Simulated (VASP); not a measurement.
Runs of VASP 6.6.1 on Te2Mo. The cell holds a slab with vacuum, 9 atoms: a = 3.498 Å, b = 3.498 Å, c = 35.579 Å, α = 90.00°, β = 90.00°, γ = 120.00°. 

```tsv
task	level	spin	cell	cutoff (eV)	dipole correction	gap on the mesh (eV)	largest force (eV/Å)
band structure	PBE+D3(BJ)	off	P-6m2, 41.88 Å³/atom	520	yes	0.77	-
relaxation of cell and atoms	PBE+D3(BJ)	off	relaxed	600	-	0.77	-
band structure	PBE+D3(BJ)	SOC, no magnetisation	P-6m2, 41.88 Å³/atom	520	yes	-	0.02
band structure	r2SCAN	off	P-6m2, 41.88 Å³/atom	520	yes	(a)	0.29
```

Alike in all rows: potentials or basis VASP PAW PBE potentials, release 64 (Te, Mo_sv); k mesh 12 × 12 × 1; smearing gaussian 0.03 eV.

Q: Estimate the missing entries.

A: (a) 0.88.

Caveats: spin-orbit coupling is left out, which moves the levels of the heavy elements (some runs); the PAW data sets were made with another functional, which shifts forces and pressure a little (some runs).

A k mesh can miss the band edges, and rows without SOC leave out spin-orbit coupling on Mo, Te.
